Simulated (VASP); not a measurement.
Data:

```
CELL_PARAMETERS angstrom
      0.00000     3.02675     3.02675
      3.02675     0.00000     3.02675
     12.18217    12.18217    -0.07516
ATOMIC_POSITIONS crystal
  Na 0.98372 0.98372 0.01221
  Na 0.00000 0.00000 0.25000
  Na 0.01628 0.01628 0.48779
  Br 0.49214 0.49214 0.13089
  Br 0.50786 0.50786 0.36911
  Br 0.52616 0.52616 0.60538
  Br 0.47384 0.47384 0.89462
  K  0.00000 0.00000 0.75000
```

Method: PBEsol GGA, VASP's PBE PAW potentials (set 64) (plane waves; VASP). Numerical set-up: 400 eV cut-off, 7×7×2 Γ-centred mesh, tetrahedra with Blöchl corrections, potentials Na_pv Br K_sv.

What does the run give for the energy per atom (σ→0), band gap (on the k-mesh) with the smallest direct gap where there is one?

```
Quantity                                             Result
-----------------------------------  ----------------------
band gap (on the k-mesh)                            4.08 eV
smallest direct gap (on the k-mesh)                 4.08 eV
energy per atom (σ→0)                -307.6 kJ/mol of atoms
```

The absolute energy has meaning only against runs of the same code, potentials and settings.

The structure was generated: KNa3Br4 was put into an ordered model structure (R-3m), which need not be its known phase. It was relaxed first.
